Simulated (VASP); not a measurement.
Write the native input for VASP 6.6.1 that does the following.

- Task: density of states
- Functional: r2SCANh
- Dispersion: D3(BJ)
- Potentials or basis: VASP PAW PBE potentials, release 64 (K_sv, Rh_pv)
- Cutoff: 520 eV
- k mesh: 4 × 4 × 4
- Occupations: tetrahedron
- Spin: no spin polarisation
- Grid for exact exchange (PRECFOCK): Normal
- Exchange at q = 0: truncated
- Further INCAR settings: ALGO = Normal; EDIFF = 1e-06

The system is KRh.

```xyz
2
Lattice="3.9266 0.0000 0.0000 0.0000 3.9266 0.0000 0.0000 0.0000 3.9266" Properties=species:S:1:pos:R:3 pbc="T T T"
K     0.0000    0.0000    0.0000
Rh    1.9633    1.9633    1.9633
```

The cell was built by a generator and needn't be a form met in nature.

The input as run:

POSCAR

```
KRh
3.9266
    1.000005895686      0.000000000000      0.000000000000
    0.000000000000      1.000005895686      0.000000000000
    0.000000000000      0.000000000000      1.000005895686
K Rh
1 1
Direct
    0.0000000000      0.0000000000      0.0000000000
    0.5000000000      0.5000000000      0.5000000000
```

INCAR.step1

```
PREC     = Accurate       # precision mode
ENCUT    = 520            # plane-wave cutoff, eV
EDIFF    = 1E-5           # SCF threshold, eV
ISMEAR   = -5             # smearing method
SIGMA    = 0.05           # smearing width, eV
LREAL    = F              # projectors in reciprocal space
LASPH    = T              # aspherical terms in the spheres
NELM     = 60             # most SCF steps
ALGO     = Normal         # electronic algorithm
ISIF     = 2              # what is computed and relaxed
LWAVE    = T              # write WAVECAR
LCHARG   = F              # write CHGCAR
LMAXMIX  = 4              # l up to which the mixer works
GGA      = PE             # functional
```

INCAR.step2

```
PREC     = Accurate       # precision mode
ENCUT    = 520            # plane-wave cutoff, eV
EDIFF    = 1E-6           # SCF threshold, eV
ISMEAR   = -5             # smearing method
SIGMA    = 0.05           # smearing width, eV
LREAL    = F              # projectors in reciprocal space
LASPH    = T              # aspherical terms in the spheres
NELM     = 60             # most SCF steps
ALGO     = Normal         # electronic algorithm
ISIF     = 2              # what is computed and relaxed
LWAVE    = F              # write WAVECAR
LCHARG   = F              # write CHGCAR
LMAXMIX  = 4              # l up to which the mixer works
METAGGA  = R2SCAN         # meta-GGA
LHFCALC  = T              # exact exchange
AEXX     = 0.1            # exact-exchange fraction
LMIXTAU  = T            
PRECFOCK = Normal       
HFRCUT   = -1           
IVDW     = 12             # dispersion correction
VDW_S6   = 1.0          
VDW_S8   = 1.1236       
VDW_A1   = 0.4709       
VDW_A2   = 5.9157       
LORBIT   = 10             # projections on sites
ISTART   = 1            
NEDOS    = 2001           # points of the DOS
```

KPOINTS

```
Automatic mesh
0
Gamma
  4 4 4
```

Potentials or basis: VASP PAW PBE potentials, release 64 (K_sv, Rh_pv).

Command:

```bash
$ cat potpaw_PBE.64/K_sv/POTCAR potpaw_PBE.64/Rh_pv/POTCAR > POTCAR
$ cp INCAR.step1 INCAR
$ mpirun -np 1 vasp_std > vasp.out
$ cp INCAR.step2 INCAR
$ mpirun -np 1 vasp_std > vasp.out
```

Results of the run:

The pressure is -6.2 GPa. The band gap on the k mesh is none (metal or under the smearing width). The valence electrons inside the program's atomic spheres are K 7.68; Rh 13.69. The dispersion energy per atom is -0.157 eV.

Caveat: the k mesh is coarse (spacing up to 0.40 Å⁻¹), so the values aren't converged, least of all with exact exchange; the PAW data sets were made with another functional, which shifts forces and pressure a little; pairwise dispersion overbinds metals, which lowers pressure and volume; tetrahedron occupations give inexact forces and stress in metals.

It took 21 min on 1 thread of Intel(R) Xeon(R) Platinum 8259CL CPU @ 2.50GHz (Skylake/Cascade Lake), with other jobs on the host, peak memory 0.19 GiB.
